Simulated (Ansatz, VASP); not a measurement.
# Ge (Germanium) in two plane-wave programs, part 2 of 2

One calculation is typed for both programs; each brings its own data sets. How far apart do they land? The cell is taken from a series of runs on this material, whose earlier steps may have relaxed, scaled, displaced or heated it; both programs get it as it stands.

VASP 6.6.1 and Ansatz 0.2.0.

So far: Set-up; VASP: G0W0 gap, HSE06 form with 40 % exact exchange, screening 0.2078 1/A with an exact-exchange share of 0.4.

### 3. Ansatz: G0W0 gap, HSE06 form with 40 % exact exchange, screening 0.2078 1/A with an exact-exchange share of 0.4

Level of this step: Ansatz beside VASP: Kohn-Sham DFT, plane waves, HSE06 form with 40 % exact exchange, screening 0.2078 1/A (Ansatz).

Ansatz runs on its PAW soft_1 files.

The same cell, functional and mesh now go to Ansatz, which takes its cutoff from its data sets.

input.yaml reads:

```yaml
crystal:
  lattice:
    - [0.0, 2.82891, 2.82891]
    - [2.82891, 0.0, 2.82891]
    - [2.82891, 2.82891, 0.0]
  atoms:
    - { symbol: Ge, position: [0.0, 0.0, 0.0] }
    - { symbol: Ge, position: [0.25, 0.25, 0.25] }
kpoints:
  mp_grid: { grid: [6, 6, 6] }
hamiltonian:
  xc:
    exchange: pbe
    correlation: pbe
    exx: { coeff: 0.4, omega: 0.2078 }
  pseudopotentials: { kind: paw, azcp: { folder: soft_1 } }
scf:
  occupations: { method: fixed }
gw:
  n_empty_bands: 188
  ecut_chi: 150.0
  qp_bands: [v2, c2]
  qp_kpoints: band_edges
  screening: { model: contour_deformation }
```

On the command line:

```
$ ansatz run input.yaml --threads 3 --pin off --max-ram 92160MiB --backend cuda --events-out ev --progress --plain --runs-dir out --devices 1 --max-vram 13GiB
```

Numbers of over 12 decimals in the logs are rounded to 6 here.

Output:

```text
GPUs: using 1 of 1 available (devices: 1).
Engine: ansatz 0.2.0, x86_64-unknown-linux-gnu
Pseudopotentials: kind: paw
Pseudopotential: Ge, paw, valence charge 14, recommended cutoff 420 eV (normal), soft_1/Ge.paw.azcp
Functional definition: unnamed
  parameter a_1 = 0.4
  parameter omega_1 = 0.2078/angstrom
  exchange = pbe_x + (-a_1)*pbe_x_sr(omega_1) + a_1*exact_x_sr(omega_1)
  correlation = pbe_c
davidson cushion auto → on  (no smearing: the cushion is to keep the highest requested band from converging to the state above it; pin scf.eigensolver.cushion to override)
device memory: the entry about to start is reckoned to put 0.5 GiB on a device that reports 45.4 GiB free (of which the cap on the GPU budget leaves the run 13.0 GiB)
GPU FFT provider: cuFFT
GPU libraries: cuBLAS 13.8.2, cuFFT 12.4.0, cuSOLVER 12.3.4
Crystal: 2 atoms, lattice volume = 45.278 Å³
Basis set: ecut = 420 eV, 893 PW (Γ)
Bands: 18, of which v1, the nominal top of the filled ones, is band 14 counted from 1 (13 counted from 0)
Symmetry: 48 space group operations
Space group: Fd-3m (ITA 227), of the structure as read, at distance tolerance 3.6e-5 Å
k-points: 16 of 216
Non-local potential: Ge, projectors of the file, l = 0: 2, l = 1: 2, l = 2: 3, l = 3: 1
PAW form: soft (Blöchl's): semilocal exchange-correlation on the pseudo side does not see the compensation charge
PAW frozen core: Ge, regenerated for the run's functional, and the local potential with it (the file was generated under x = pbe(κ = 0.804, μ = 0.219515), c = pbe(β = 0.066725))
PAW one-centre angular grid: Ge, 590 points (default); XC on 64 Gauss nodes
Initial density: superposition of atomic densities (chi_scale 0.1, normalization cell)
Initial wavefunctions: pseudopotential atomic-orbital guess
GPU buffer pool allocated for 19683 grid points (all kernels)
GPU transforms: local potential and band sums: pruned to the plane-wave sphere, on 25×27×27
Functional: x = pbe(κ = 0.804, μ = 0.219515), c = pbe(β = 0.066725), warm-up for x = pbe(κ = 0.804, μ = 0.219515) + 0.4 (exact − pbe) at short range (hse, ω = 0.2078 Å⁻¹), c = pbe(β = 0.066725)
SCF iter   1: F=—  HF=-8589.913614 eV  |F-HF|=—  |Δ(HF+E_count)|=         —  Δρ=3.56e-2  dr2=4.54e-1  ethr=1.00e-1  ⟨swp⟩=4.7  Hψ=839  notcnv=0
preconditioner: auto → none  [insulator: Δε(μ)=0.001 eV  Ē_g=23.323 eV  n_scr=14 (ndim 8)  ℏωp=29.2 eV  f_vac=0.000]
SCF iter   2: F=—  HF=-8589.909852 eV  |F-HF|=—  |Δ(HF+E_count)|=   3.76e-3  Δρ=1.81e-2  dr2=1.00e-1  ethr=1.62e-3  ⟨swp⟩=3.7  Hψ=714  notcnv=0  defer=1
iter 3 solved again at ethr=4.18e-6 eV; its pass at ethr=3.58e-4 eV (dr2=1.17e-3 eV) is discarded
SCF iter   3: F=—  HF=-8589.912487 eV  |F-HF|=—  |Δ(HF+E_count)|=   2.64e-3  Δρ=1.76e-3  dr2=1.20e-3  ethr=4.18e-6  ⟨swp⟩=4.1  Hψ=1648  notcnv=0
SCF iter   4: F=—  HF=-8589.910530 eV  |F-HF|=—  |Δ(HF+E_count)|=   1.96e-3  Δρ=1.34e-3  dr2=2.66e-4  ethr=4.18e-6  ⟨swp⟩=3.9  Hψ=959  notcnv=0
SCF iter   5: F=—  HF=-8589.910613 eV  |F-HF|=—  |Δ(HF+E_count)|=   8.33e-5  Δρ=1.68e-4  dr2=6.00e-6  ethr=9.48e-7  ⟨swp⟩=3.5  Hψ=762  notcnv=0
SCF iter   6: F=—  HF=-8589.910613 eV  |F-HF|=—  |Δ(HF+E_count)|=   3.48e-8  Δρ=2.37e-5  dr2=1.94e-7  ethr=2.14e-8  ⟨swp⟩=3.3  Hψ=827  notcnv=0
SCF iter   7: F=-8589.910613 eV  HF=-8589.910613 eV  |F-HF|=3.90e-9  |Δ(HF+E_count)|=   1.00e-7  Δρ=2.93e-6  dr2=1.63e-9  ethr=6.94e-10  ⟨swp⟩=3.9  Hψ=947  notcnv=0
SCF 1 converged in 7 iterations: F = -8589.910613 eV  dr2 = 1.63e-9
  greatest PAW one-centre occupation: 0.998 electrons in one spin orbital (limit 2), on the Ge atom at site 0 (counted from 0), in its partial waves of l = 2
device memory: the entry about to start is reckoned to put 1.2 GiB on a device that reports 45.6 GiB free (of which the cap on the GPU budget leaves the run 13.0 GiB)
GPU FFT provider: cuFFT
GPU libraries: cuBLAS 13.8.2, cuFFT 12.4.0, cuSOLVER 12.3.4
Initial density: handed on by an earlier stage of this run
Initial wavefunctions: those handed on with the density
GPU buffer pool allocated for 19683 grid points (all kernels)
GPU transforms: local potential and band sums: pruned to the plane-wave sphere, on 25×27×27
Functional: x = pbe(κ = 0.804, μ = 0.219515) + 0.4 (exact − pbe) at short range (hse, ω = 0.2078 Å⁻¹), c = pbe(β = 0.066725)
Exchange kernel: α = 0.4000, screened, ω = 0.2078 Å⁻¹, Wigner–Seitz truncation, v(0) = 1047.3371 eV·Å³, q-mesh 6×6×6, nearest image of the exchange supercell L = 24.00 Å, pair-density grid 20×20×20, without the augmentation charges, whose exchange is taken in its separable form by FFT convolution over the k-point mesh (sized by the pseudopotential files, 24×24×24 at the most), smooth part of the exact exchange by density-matrix convolution in up to 2.45 GiB of GPU memory as planned if the GPU has room (build and FFT work areas not counted)
Frozen-core exchange: fock
iter 1 solved again at ethr=4.31e-5 eV; its pass at ethr=1.00e-1 eV (dr2=1.21e-2 eV) is discarded
[...]
Frozen-core exchange: fock
SCF iter   1: F=—  HF=-8592.871206 eV  |F-HF|=—  |Δ(HF+E_count)|=         —  Δρ=2.53e-4  dr2=1.21e-5  ethr=8.33e-6  ⟨swp⟩=2.8  Hψ=663  notcnv=0
preconditioner: auto → none  [insulator: Δε(μ)=1.234 eV  Ē_g=28.585 eV  n_scr=14 (ndim 8)  ℏωp=29.2 eV  f_vac=0.073]
[...]
NSCF: frozen V_eff on 1 k-points
device memory: the entry about to start is reckoned to put 0.3 GiB on a device that reports 41.5 GiB free (of which the cap on the GPU budget leaves the run 13.0 GiB)
NSCF: frozen V_eff on 1 k-points
hybrid SCF converged: 2 outer / 10 inner (+7 warm-up), last move |dexx| = 1.11e-5 eV, tail = 5.99e-7 eV
Stability not checked: this state was not tested for a lower state beside it, because the functional holds exact exchange (a hybrid, or Hartree-Fock), whose exchange loop this test does not read (fock_operator; see scf.lower_state_search)
Free energy (F): -8592.871213 eV
Frozen-core exchange: fock
Harris-Foulkes:  -8592.871213 eV  (|F-HF|=5.95e-8)
Internal energy: -8592.871213 eV  (E = F + TS)
E sigma→0 (E₀):  -8592.871213 eV
Fermi energy:    8.011531 eV
--- Per-component energies (eV) ---
  E_band       = -422.070922
  E_kinetic    = 183.047457
  E_local      = -4502.055189  (includes V_loc(G=0)·N_el)
  E_nonlocal   = 433.471779
  E_hartree    = 2152.214517
  E_xc         = -99.004032
  E_vxc        = -89.431497  (∫ρ·V_xc dr)
  E_exx        = -174.870833  (= α·E_x^exact, valence–valence)
  E_paw        = -3897.339061  (= ΣΔE_a)
  E_vpaw       = -401.798046  (= ΣTr[D̂ρ^β])
  E_aug_tail   = 0.000040  (compensation charges beyond the density's cutoff)
  E_ewald      = -2687.134708
  E_core_change = -1.201183  (= ΣΔE_core)
  E_smearing   = -0.000000  (= −TS)
  E_closure    = -0.000000  (closes the sum)
  Σ components = -8592.871213   (vs F -8592.871213, Δ=-1.82e-12)
--- Band table (eV; the first three rows and the last of 16) ---
  k-point 0: bands = [... 10 lower, -6.7707, 8.0115, 8.0115, 8.0115, 9.4614, 11.6507]
  k-point 1: bands = [... 10 lower, -6.3756, 4.6827, 7.4499, 7.4499, 10.1399, 12.4069]
  k-point 2: bands = [... 10 lower, -5.2743, 1.1450, 6.7063, 6.7063, 9.5032, 12.9703]
  k-point 15: bands = [... 10 lower, -2.0696, -2.0696, 3.7801, 3.7801, 11.7809, 11.7809]
  guard bands above this table: 2 of the run's 18 bands. The solve was not asked for them (output.publish_guard_bands: true or output.eigenvalues: true publishes all)
--- G₀W₀: contour deformation, 7 samples at zero and on the imaginary axis and 2 off it, 216 q-points, 188 empty bands' worth ---
  eigenvalues of the whole cell's RPA ε∞ on this k-mesh (on a slab, of 1 + 4πα/V) = 15.7385, 15.7385, 15.7385; static W/v taken at q = 0 is 0.063538
  bands read: the sum over 202 bands ends inside a degenerate multiplet in 2 slots, whose members it reads at an even weight; the widest, k=0: bands 202 to 204 (counted from 1) at 1/3 each
  gw.qp_kpoints: band_edges: 9 of 16 stored k-points solved, in 1 pass; an edge of the gap read off the rows below is read off those points alone
    valence top: of the k-points left out ik 8 came nearest to being solved in a further pass, in band 14 (counted from 1, as in the quasiparticle table): it holds the edge there only if its correction is more favourable than any solved in that band by at least 0.535 eV; those differ by 0.235 eV
    conduction bottom: of the k-points left out ik 10 came nearest to being solved in a further pass, in band 15 (counted from 1, as in the quasiparticle table): it holds the edge there only if its correction is more favourable than any solved in that band by at least 0.570 eV; those differ by 0.142 eV
    ik  band        ε_KS         Σx   Σc(E_QP)       V_xc       Z   E_QP_lin       E_QP  E_QP is
     0    13      8.0115   -15.4411     0.5913   -14.7326  0.8032     7.8941     7.8943  root
     0    14      8.0115   -15.4411     0.5913   -14.7326  0.8032     7.8941     7.8943  root
     0    15      9.4614   -12.2656    -3.9007   -15.9470  0.8040     9.2425     9.2420  root
     0    16     11.6507    -8.0490    -3.9415   -11.6910  0.7945    11.3523    11.3512  root
     1    13      7.4499   -15.2059     0.6977   -14.4121  0.8002     7.3536     7.3537  root
     1    14      7.4499   -15.2059     0.6977   -14.4121  0.8002     7.3536     7.3537  root
     1    15     10.1399    -9.8664    -3.8119   -13.4271  0.8031     9.8894     9.8887  root
     1    16     12.4069    -8.1275    -4.1154   -11.9050  0.7880    12.0706    12.0689  root
     2    13      6.7063   -15.2145     0.9392   -14.2175  0.7953     6.6485     6.6486  root
     2    14      6.7063   -15.2145     0.9392   -14.2175  0.7953     6.6485     6.6486  root
     2    15      9.5032    -9.5855    -3.6704   -13.0169  0.8066     9.2648     9.2643  root
     2    16     12.9703    -7.4554    -4.2692   -11.3509  0.7843    12.5988    12.5966  root
     3    13      6.4240   -15.2575     1.0377   -14.1797  0.7933     6.3839     6.3839  root
     3    14      6.4240   -15.2575     1.0377   -14.1797  0.7933     6.3839     6.3839  root
     3    15      9.2487    -9.6478    -3.6197   -13.0365  0.8076     9.0182     9.0176  root
     3    16     12.9065    -7.1016    -4.2409   -10.9705  0.7870    12.5366    12.5345  root
     4    13      6.5955   -14.9064     0.9076   -13.9403  0.7949     6.5370     6.5371  root
     4    14      6.5955   -14.9064     0.9076   -13.9403  0.7949     6.5370     6.5371  root
     4    15     10.5455    -7.5292    -3.7288   -10.9702  0.8037    10.2586    10.2577  root
     4    16     12.0835   -10.2626    -4.2094   -14.1458  0.7900    11.7587    11.7573  root
     6    13      4.5784   -14.8825     1.4393   -13.4943  0.7754     4.6296     4.6296  root
     6    14      5.7863   -15.0752     1.2068   -13.8609  0.7880     5.7788     5.7788  root
     6    15     10.6686    -8.3939    -3.8275   -11.9326  0.8028    10.3807    10.3797  root
     6    16     13.0261    -7.6167    -4.3480   -11.5620  0.7835    12.6259    12.6235  root
[...]
12    13      4.4965   -15.0164     1.6235   -13.4732  0.7735     4.5767     4.5768  root
    12    14      4.4965   -15.0164     1.6235   -13.4732  0.7735     4.5767     4.5768  root
    12    15      9.6159    -6.9986    -3.6312   -10.3463  0.8103     9.3333     9.3324  root
    12    16      9.6159    -6.9986    -3.6312   -10.3463  0.8103     9.3333     9.3324  root
    15    13      3.7801   -14.5607     1.7885   -12.8901  0.7635     3.8977     3.8981  root
    15    14      3.7801   -14.5607     1.7885   -12.8901  0.7635     3.8977     3.8981  root
    15    15     11.7809    -7.2248    -4.0817   -10.9451  0.7957    11.4213    11.4194  root
    15    16     11.7809    -7.2248    -4.0817   -10.9451  0.7957    11.4213    11.4194  root
```

The column dr2 measures how far the density is from self-consistency, as an energy; F and HF (Harris–Foulkes) agree once it is small.

### 4. Side by side

Known differences besides the potentials themselves: exact exchange at q = 0 is treated differently, which shows on coarse meshes; VASP keeps PBE cores, Ansatz makes them for the functional; fixed occupations in Ansatz, narrow Gaussian smearing in VASP; the cutoff is 420 eV in Ansatz and 400 eV in VASP; Ansatz integrates over frequency by contour deformation, VASP on a grid of NOMEGA points; Ansatz's G0W0 levels solve the quasiparticle equation, VASP's are linearised. Total energies have different zeros and are not compared.

Compared:

```tsv
quantity	Ansatz	VASP	difference
G0W0 gap on the mesh (eV)	1.12	1.25	-0.12
Kohn-Sham gap under it (eV)	1.24	1.25	-0.01
```

### 5. Outcome

```
difference in G0W0 gap on the mesh (G0W0 gap, HSE06 form with 40 % exact exchange, screening 0.2078 1/A with an exact-exchange share of 0.4) : -0.12 eV
```

What this shows: The difference in G0W0 gap on the mesh is -0.12 eV (G0W0 gap, HSE06 form with 40 % exact exchange, screening 0.2078 1/A with an exact-exchange share of 0.4). How closely two codes agree says nothing of how well the functional describes the real material.

[Lines on the potential files, build, host, timing and source positions are cut from VASP's logs without a mark.]

[Logs are printed without paths, hosts, clocks, repeated set-up lines and the standing remarks that a program may print on its own settings, such as how far it seeks lower states.]

[Hosts, paths, dates, database ids (printed as entryN), source tags and the programs' standing remarks are cut or masked in the printed files.]
